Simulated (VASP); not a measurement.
Calculation: PBE GGA, VASP's PBE PAW potentials (set 64) (plane waves; VASP 6.6.1).

VASP input:

### KPOINTS
```
Automatic
0
G
  7 7 7
```

**INCAR**
```
! general
SYSTEM   =  KI
PREC     =  Accurate
ENCUT    =  300
LREAL    =  .FALSE.
LASPH    =  .TRUE.

! electronic loop
EDIFF    =  1E-6
NELM     =  100
ALGO     =  Normal
LMAXMIX  =  4

! smearing
ISMEAR   =  0
SIGMA    =  0.01

! functional
GGA      =  PE

! ions
ISIF     =  2

! output
LWAVE    =  .FALSE.
LCHARG   =  .FALSE.
```

**POSCAR**
```
KI
1.0
  0.0000000000   3.5544790000   3.5544790000
  3.5544790000   0.0000000000   3.5544790000
  3.5544790000   3.5544790000   0.0000000000
K I
1 1
Cart
  0.0000000000   0.0000000000   0.0000000000
  3.5544790000   3.5544790000   3.5544790000
```

POTCAR, in this order: K_sv I (PBE.64 set). Program: vasp_std.

What VASP printed:

### OUTCAR
```
 ion  position               nearest neighbor table
   1  0.000  0.000  0.000-   2 3.55   2 3.55   2 3.55   2 3.55   2 3.55   2 3.55
   2  0.500  0.500  0.500-   1 3.55   1 3.55   1 3.55   1 3.55   1 3.55   1 3.55
  LATTYP: Found a face centered cubic cell.
 ALAT       =     7.1089580000
 Subroutine PRICEL returns:
 Original cell was already a primitive cell.
 Subroutine GETGRP returns: Found 48 space group operations
The static configuration has the point symmetry O_h .
The dynamic configuration has the point symmetry O_h .
 Subroutine INISYM returns: Found 48 space group operations
 Subroutine IBZKPT returns following result:
 Found     20 irreducible k-points:

 Following reciprocal coordinates:
            Coordinates               Weight
  0.000000  0.000000  0.000000      1.000000
  0.142857  0.000000  0.000000      8.000000
  0.285714  0.000000  0.000000      8.000000
  0.428571  0.000000  0.000000      8.000000
  0.142857  0.142857  0.000000      6.000000
  0.285714  0.142857  0.000000     24.000000
  0.428571  0.142857  0.000000     24.000000
 -0.428571  0.142857  0.000000     24.000000
 -0.285714  0.142857  0.000000     24.000000
 -0.142857  0.142857  0.000000     12.000000
  0.285714  0.285714  0.000000      6.000000
  0.428571  0.285714  0.000000     24.000000
 -0.428571  0.285714  0.000000     24.000000
 -0.285714  0.285714  0.000000     12.000000
  0.428571  0.428571  0.000000      6.000000
 -0.428571  0.428571  0.000000     12.000000
  0.428571  0.285714  0.142857     24.000000
 -0.428571  0.285714  0.142857     48.000000
 -0.428571  0.428571  0.142857     24.000000
 -0.285714  0.428571  0.142857     24.000000
   k-points           NKPTS =     20   k-points in BZ     NKDIM =     20   number of bands    NBANDS=     12
   number of dos      NEDOS =    301   number of ions     NIONS =      2
   total plane-waves  NPLWV =  21952
   dimension x,y,z NGX =    28 NGY =   28 NGZ =   28
   dimension x,y,z NGXF=    56 NGYF=   56 NGZF=   56
   ions per type =               1   1
   PREC   = accura    normal or accurate (medium, high low for compatibility)
   ISTART =      0    job   : 0-new  1-cont  2-samecut
   ICHARG =      2    charge: 1-file 2-atom 10-const
   ISPIN  =      1    spin polarized calculation?
   LNONCOLLINEAR =      F non collinear calculations
   LSORBIT =      F    spin-orbit coupling
   INIWAV =      1    electr: 0-lowe 1-rand  2-diag
   ENCUT  =  300.0 eV  22.05 Ry    4.70 a.u.   7.10  7.10  7.10*2*pi/ulx,y,z
   NELM   =    100;   NELMIN=  2; NELMDL= -5     # of ELM steps
   EDIFF  = 0.1E-05   stopping-criterion for ELM
   LREAL  =      F    real-space projection
   NLSPLINE    = F    spline interpolate recip. space projectors
   LMAXMIX     =    4 max onsite mixed and CHGCAR
   VOSKOWN=      0    Vosko Wilk Nusair interpolation
   EDIFFG = 0.1E-04   stopping-criterion for IOM
   NSW    =      0    number of steps for IOM
   NBLOCK =      1;   KBLOCK =      1    inner block; outer block
   IBRION =     -1    ionic relax: 0-MD 1-quasi-New 2-CG
   NFREE  =      0    steps in history (QN), initial steepest desc. (CG)
   ISIF   =      2    stress and relaxation
   ISYM   =      2    0-nonsym 1-usesym 2-fastsym
   TEIN   =    0.0    initial temperature
   TEBEG  =    0.0;   TEEND  =   0.0 temperature during run
   SMASS  =  -3.00    Nose mass-parameter (am)
   PSTRESS=    0.0 pullay stress
   NELECT =      16.0000    total number of electrons
   EFERMI =   0.00;   METHOD = LEGACY
   ISMEAR =     0;   SIGMA  =   0.01  broadening in eV -4-tet -1-fermi 0-gaus
   IALGO  =     38    algorithm
   LDIAG  =      T    sub-space diagonalisation (order eigenvalues)
   IMIX   =      4    mixing-type and parameters
     AMIX     =   0.40;   BMIX     =  1.00
     AMIX_MAG =   1.60;   BMIX_MAG =  1.00
...
```

OSZICAR:
```
       N       E                     dE             d eps       ncg     rms          rms(c)
DAV:   1     0.653000340604E+02    0.65300E+02   -0.49639E+03   480   0.742E+02
DAV:   2    -0.173622117905E+01   -0.67036E+02   -0.64118E+02   600   0.193E+02
DAV:   3    -0.546500583458E+01   -0.37288E+01   -0.37137E+01   620   0.440E+01
DAV:   4    -0.564389315821E+01   -0.17889E+00   -0.17875E+00   816   0.918E+00
DAV:   5    -0.564528500724E+01   -0.13918E-02   -0.13918E-02   628   0.895E-01    0.312E+00
DAV:   6    -0.555942872112E+01    0.85856E-01   -0.12464E-01   560   0.219E+00    0.223E+00
DAV:   7    -0.555487909659E+01    0.45496E-02   -0.13649E-01   604   0.204E+00    0.795E-01
DAV:   8    -0.556030378291E+01   -0.54247E-02   -0.14499E-02   612   0.826E-01    0.997E-02
DAV:   9    -0.556084051998E+01   -0.53674E-03   -0.99174E-04   604   0.206E-01    0.785E-02
DAV:  10    -0.556103845695E+01   -0.19794E-03   -0.19451E-04   600   0.885E-02    0.199E-02
DAV:  11    -0.556106672179E+01   -0.28265E-04   -0.45090E-05   576   0.414E-02    0.124E-02
DAV:  12    -0.556106909099E+01   -0.23692E-05   -0.43300E-06   600   0.172E-02    0.106E-02
DAV:  13    -0.556106875087E+01    0.34012E-06   -0.50457E-07   432   0.518E-03
   1 F= -.55610688E+01 E0= -.55610688E+01  d E =-.352584E-74
```

OUTCAR:
```
------------------------ aborting loop because EDIFF is reached ----------------------------------------
  FORCE on cell =-STRESS in cart. coord.  units (eV):
  Direction    XX          YY          ZZ          XY          YZ          ZX
  --------------------------------------------------------------------------------------
  Total        0.1530566      0.1530566      0.1530566      0.0000000     -0.0000000      0.0000000
  in kB        2.7302648      2.7302648      2.7302648      0.0000000     -0.0000000      0.0000000
  external PRESSURE =       2.7302648 kB  Pullay stress =       0.0000000 kB
  volume of cell :       89.82
      direct lattice vectors                 reciprocal lattice vectors
     0.000000000  3.554479000  3.554479000    -0.140667592  0.140667592  0.140667592
     3.554479000  0.000000000  3.554479000     0.140667592 -0.140667592  0.140667592
     3.554479000  3.554479000  0.000000000     0.140667592  0.140667592 -0.140667592
  FREE ENERGIE OF THE ION-ELECTRON SYSTEM (eV)
  ---------------------------------------------------
  free  energy   TOTEN  =        -5.5610687509 eV

  energy  without entropy=       -5.5610687509  energy(sigma->0) =       -5.56106875
```
(Selected blocks of OUTCAR.)

### OUTCAR
```
 val. band max:       -0.5093099176   @ k =   0.0000   0.0000   0.0000

 cond. band min:       3.4125713171   @ k =   0.0000   0.0000   0.0000


 Fermi energy:        -0.3822205524

 k-point     1 :       0.0000    0.0000    0.0000
  band No.  band energies     occupation
      1     -29.0461      2.00000
      2     -12.5292      2.00000
      3     -12.5292      2.00000
      4     -12.5292      2.00000
      5     -10.9839      2.00000
      6      -0.5093      2.00000
      7      -0.5093      2.00000
      8      -0.5093      2.00000
      9       3.4126      0.00000
     10       5.9943      0.00000
     11       5.9943      0.00000
     12       5.9943      0.00000

 k-point     2 :       0.1429    0.0000    0.0000
  band No.  band energies     occupation
      1     -29.0457      2.00000
      2     -12.5564      2.00000
      3     -12.5295      2.00000
      4     -12.5295      2.00000
      5     -10.9340      2.00000
      6      -0.8221      2.00000
      7      -0.5746      2.00000
      8      -0.5746      2.00000
      9       3.8863      0.00000
     10       5.9120      0.00000
     11       6.2079      0.00000
     12       6.2079      0.00000

 k-point     3 :       0.2857    0.0000    0.0000
  band No.  band energies     occupation
      1     -29.0449      2.00000
      2     -12.6133      2.00000
      3     -12.5304      2.00000
      4     -12.5304      2.00000
      5     -10.8257      2.00000
      6      -1.3764      2.00000
      7      -0.7126      2.00000
      8      -0.7126      2.00000
      9       4.6602      0.00000
     10       6.1950      0.00000
     11       6.7480      0.00000
     12       6.7480      0.00000

 k-point     4 :       0.4286    0.0000    0.0000
  band No.  band energies     occupation
      1     -29.0443      2.00000
      2     -12.6545      2.00000
      3     -12.5312      2.00000
      4     -12.5312      2.00000
      5     -10.7416      2.00000
      6      -1.7385      2.00000
...
```

At this cut-off the stress carries a Pulay error, which pulls relaxed volumes low. Unless said otherwise, spin-orbit coupling is left out, though it shifts the bands of the heavy elements here.

The structure comes from a computed database's KI entry; how it stands against other phases isn't given here. The cell was not relaxed at this level. The run is one of a series of settings (AEXX removed, HFSCREEN removed, ISYM removed, LHFCALC removed, PRECFOCK removed against the base run), some of them coarse on purpose.
